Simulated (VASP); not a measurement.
All values below come from PBEsol GGA, VASP's PBE PAW potentials (set 64) (plane waves; VASP).

A VASP calculation is set up with these files.

**KPOINTS**
```
Automatic mesh
0
Gamma
11 11 11
0 0 0
```

**POSCAR**
```
CoAl
1
    2.8600000000     0.0000000000     0.0000000000
    0.0000000000     2.8600000000     0.0000000000
    0.0000000000     0.0000000000     2.8600000000
Al Co
1 1
Direct
  0.5000000000   0.5000000000   0.5000000000
  0.0000000000   0.0000000000   0.0000000000
```

### INCAR
```
LMAXMIX = 4   # l cut-off of mixed one-centre charges
SIGMA = 0.1
SYSTEM = CoAl
IBRION = 2   # conjugate gradients
LCHARG = .FALSE.
EDIFF = 1E-6   # SCF stop (eV)
ISIF = 3   # ions, shape and volume
LASPH = .TRUE.
ENCUT = 480   # plane-wave cut-off (eV)
GGA = PS   # PBEsol
ISMEAR = 1   # Methfessel-Paxton
EDIFFG = -0.01
NELM = 100
NSW = 60   # most ionic steps
LREAL = .FALSE.   # projection in real space or not
PREC = Accurate
ALGO = Normal
LWAVE = .FALSE.
```

POTCAR, in this order: Al Co (PBE.64 set). Program: vasp_std.

Energy and stress use the plane-wave basis of the starting cell.

Task: What does the run give for the energy per atom (σ→0), volume per atom, band gap (on the k-mesh)?

Result: 
```yaml
energy per atom (σ→0): -6539 meV/atom
band gap (on the k-mesh): none (metal, semimetal or under 0.01 eV)
volume_per_atom: 11.25 Å³/atom
```

**OSZICAR**
```
...
DAV:   2    -0.136762711930E+02   -0.35371E+00   -0.10082E+01  1272   0.466E+01    0.606E+00
DAV:   3    -0.130850321718E+02    0.59124E+00   -0.40264E+00  1294   0.308E+01    0.731E-01
DAV:   4    -0.130801542167E+02    0.48780E-02   -0.14522E-02  1124   0.134E+00    0.354E-01
DAV:   5    -0.130786810554E+02    0.14732E-02   -0.39071E-03  1672   0.698E-01    0.564E-02
DAV:   6    -0.130786910787E+02   -0.10023E-04   -0.84610E-05  1196   0.141E-01    0.142E-02
DAV:   7    -0.130786886643E+02    0.24143E-05   -0.84723E-06  1230   0.491E-02    0.387E-03
DAV:   8    -0.130786886503E+02    0.14017E-07   -0.11655E-06   562   0.156E-02
   3 F= -.13078689E+02 E0= -.13078430E+02  d E =-.202432E-01
```

The compound is CoAl in the CsCl type structure. This run relaxes it. Symmetry was kept, so distortions that lower it aren't found. The run is not spin-polarised, so no magnetic state was tried.
